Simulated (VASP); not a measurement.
Computed with MS2 meta-GGA, VASP's PBE PAW potentials (set 64) (plane waves; VASP).

Input for VASP

INCAR:
```
SYSTEM = Ho
PREC = Accurate; ENCUT = 520; LREAL = F
LASPH = T
EDIFF = 1E-7; NELM = 100; ALGO = Normal
LMAXMIX = 6; LMIXTAU = T
ISMEAR = 1; SIGMA = 0.1
METAGGA = MS2
IBRION = 2; NSW = 30; ISIF = 4
EDIFFG = -0.01
LWAVE = F; LCHARG = F
```

### KPOINTS
```
Automatic
0
gamma
12 12 7
0 0 0
```

POSCAR:
```
Ho
1
    1.7981018907    -3.1144038860     0.0000000000
    1.7981018907     3.1144038860     0.0000000000
    0.0000000000     0.0000000000     5.5151447835
Ho
2
Direct
  0.3333330000   0.6666670000   0.2500000000
  0.6666670000   0.3333330000   0.7500000000
```

POTCAR, in this order: Ho_3 (PBE.64 set). Program: vasp_std.

The resulting files:

**OSZICAR**
```
       N       E                     dE             d eps       ncg     rms          rms(c)
DAV:   1     0.123710963662E+03    0.12371E+03   -0.82792E+03  2170   0.132E+03
DAV:   2     0.196922998289E+02   -0.10402E+03   -0.10230E+03  2725   0.557E+02
DAV:   3     0.137896698748E+02   -0.59026E+01   -0.55697E+01  3246   0.102E+02
DAV:   4     0.135535289238E+02   -0.23614E+00   -0.21799E+00  3336   0.139E+01
DAV:   5     0.135468719440E+02   -0.66570E-02   -0.66047E-02  3329   0.247E+00    0.341E+01
DAV:   6     0.179802888295E+02    0.44334E+01   -0.52215E+00  2181   0.266E+01    0.146E+01
DAV:   7     0.199038734480E+02    0.19236E+01   -0.17757E+00  3069   0.207E+01    0.170E+00
DAV:   8     0.195798971349E+02   -0.32398E+00   -0.15598E-01  3211   0.608E+00    0.161E+00
DAV:   9     0.196912829490E+02    0.11139E+00   -0.98830E-02  3134   0.388E+00    0.222E+00
DAV:  10     0.195919459682E+02   -0.99337E-01   -0.46536E-02  3099   0.301E+00    0.130E+00
DAV:  11     0.195853417962E+02   -0.66042E-02   -0.32144E-02  3089   0.242E+00    0.286E-01
DAV:  12     0.195861871633E+02    0.84537E-03   -0.31382E-03  2306   0.679E-01    0.208E-01
DAV:  13     0.195817971421E+02   -0.43900E-02   -0.20463E-03  2767   0.442E-01    0.109E-01
DAV:  14     0.195814748664E+02   -0.32228E-03   -0.77427E-03  2246   0.112E+00    0.859E-02
DAV:  15     0.195814786569E+02    0.37905E-05   -0.10371E-04  2820   0.141E-01    0.747E-02
DAV:  16     0.195812951676E+02   -0.18349E-03   -0.14262E-04  2620   0.124E-01    0.424E-02
DAV:  17     0.195813064425E+02    0.11275E-04   -0.89914E-05  2556   0.121E-01    0.170E-02
DAV:  18     0.195812574558E+02   -0.48987E-04   -0.79283E-05  2294   0.892E-02    0.973E-03
DAV:  19     0.195812384570E+02   -0.18999E-04   -0.53067E-05  2221   0.857E-02    0.813E-03
DAV:  20     0.195812349789E+02   -0.34781E-05   -0.11265E-05  2226   0.359E-02    0.724E-03
DAV:  21     0.195812325488E+02   -0.24300E-05   -0.14617E-06  2521   0.110E-02    0.526E-03
DAV:  22     0.195812323227E+02   -0.22612E-06   -0.42874E-06  2326   0.275E-02    0.147E-03
DAV:  23     0.195812294167E+02   -0.29060E-05   -0.24643E-06  2271   0.149E-02    0.389E-04
DAV:  24     0.195812289246E+02   -0.49205E-06   -0.33088E-07  2597   0.643E-03    0.423E-04
DAV:  25     0.195812291053E+02    0.18066E-06   -0.56240E-08  1859   0.263E-03    0.322E-04
DAV:  26     0.195812290331E+02   -0.72153E-07   -0.13680E-08  1453   0.191E-03
   1 F= 0.19581229E+02 E0= 0.19582389E+02  d E =0.195812E+02
       N       E                     dE             d eps       ncg     rms          rms(c)
DAV:   1     0.195791409014E+02   -0.20882E-02   -0.97998E-02  2870   0.278E+00    0.213E-01
DAV:   2     0.195802660688E+02    0.11252E-02   -0.25817E-03  3192   0.658E-01    0.123E-01
DAV:   3     0.195802918297E+02    0.25761E-04   -0.90967E-04  2417   0.250E-01    0.910E-02
DAV:   4     0.195805172046E+02    0.22537E-03   -0.29224E-04  3196   0.230E-01    0.169E-02
DAV:   5     0.195802846125E+02   -0.23259E-03   -0.23319E-04  3008   0.193E-01    0.191E-02
DAV:   6     0.195802842432E+02   -0.36934E-06   -0.66765E-06  3226   0.337E-02    0.682E-03
DAV:   7     0.195802836157E+02   -0.62744E-06   -0.18038E-06  2319   0.169E-02    0.133E-03
DAV:   8     0.195802849662E+02    0.13505E-05   -0.25733E-06  2136   0.185E-02    0.203E-03
DAV:   9     0.195802842657E+02   -0.70048E-06   -0.27278E-07  2201   0.568E-03    0.438E-04
DAV:  10     0.195802842953E+02    0.29602E-07   -0.53224E-09  1243   0.102E-03
   2 F= 0.19580284E+02 E0= 0.19581340E+02  d E =-.944738E-03
       N       E                     dE             d eps       ncg     rms          rms(c)
DAV:   1     0.195789406666E+02   -0.13436E-02   -0.86249E-02  2845   0.261E+00    0.200E-01
DAV:   2     0.195799461334E+02    0.10055E-02   -0.22758E-03  3205   0.619E-01    0.117E-01
DAV:   3     0.195799728561E+02    0.26723E-04   -0.80502E-04  2397   0.234E-01    0.872E-02
DAV:   4     0.195801735847E+02    0.20073E-03   -0.25517E-04  3196   0.217E-01    0.159E-02
DAV:   5     0.195799666524E+02   -0.20693E-03   -0.20043E-04  3014   0.179E-01    0.176E-02
DAV:   6     0.195799664483E+02   -0.20413E-06   -0.59146E-06  3253   0.314E-02    0.630E-03
DAV:   7     0.195799658965E+02   -0.55181E-06   -0.14355E-06  2347   0.151E-02    0.127E-03
DAV:   8     0.195799670950E+02    0.11985E-05   -0.22844E-06  2126   0.174E-02    0.201E-03
DAV:   9     0.195799664524E+02   -0.64259E-06   -0.25121E-07  2189   0.545E-03    0.397E-04
DAV:  10     0.195799664410E+02   -0.11408E-07   -0.67817E-09  1218   0.126E-03
   3 F= 0.19579966E+02 E0= 0.19580858E+02  d E =-.126259E-02
```

### OUTCAR
```
------------------------ aborting loop because EDIFF is reached ----------------------------------------
  FORCE on cell =-STRESS in cart. coord.  units (eV):
  Direction    XX          YY          ZZ          XY          YZ          ZX
  --------------------------------------------------------------------------------------
  Total       -0.4328368     -0.4328368     -0.4237219      0.0000000      0.0000000      0.0000000
  in kB      -11.2268677    -11.2268681    -10.9904479      0.0000000      0.0000000      0.0000000
  external PRESSURE =     -11.1480612 kB  Pullay stress =       0.0000000 kB
  volume of cell :       61.77
      direct lattice vectors                 reciprocal lattice vectors
     1.790306421 -3.100901734  0.000000000     0.279281800 -0.161243420 -0.000000000
     1.790306421  3.100901734 -0.000000000     0.279281800  0.161243420  0.000000000
     0.000000000 -0.000000000  5.563278161     0.000000000  0.000000000  0.179750135
 POSITION                                       TOTAL-FORCE (eV/Angst)
 -----------------------------------------------------------------------------------
      1.79031      1.03364      1.39082        -0.000000     -0.000000      0.000000
      1.79031     -1.03364      4.17246         0.000000      0.000000      0.000000
 -----------------------------------------------------------------------------------
    total drift:                                0.000000      0.000100     -0.000010
  FREE ENERGIE OF THE ION-ELECTRON SYSTEM (eV)
  ---------------------------------------------------
  free  energy   TOTEN  =        19.5799664410 eV

  energy  without entropy=       19.5826415220  energy(sigma->0) =       19.58085813

 reached required accuracy - stopping structural energy minimisation
```
(Selected blocks of OUTCAR.)

CONTCAR:
```
Ho
   1.00000000000000
     1.7903064213929947   -3.1009017342851242    0.0000000000000000
     1.7903064213929947    3.1009017342851242   -0.0000000000000000
     0.0000000000000000   -0.0000000000000000    5.5632781614220379
  Ho
     2
Direct
     0.3333330000000032    0.6666669999999968    0.2500000000000000
     0.6666669999999968    0.3333330000000032    0.7500000000000000
```

The 4f electrons are frozen in the core of the lanthanide potential, so 4f levels, which can set the real gap, and their magnetism are missing.

The compound is Ho in the hcp structure. This cell is one point of a volume scan, at 1.03 of the reference volume. Symmetry was kept, so distortions that lower it aren't found.
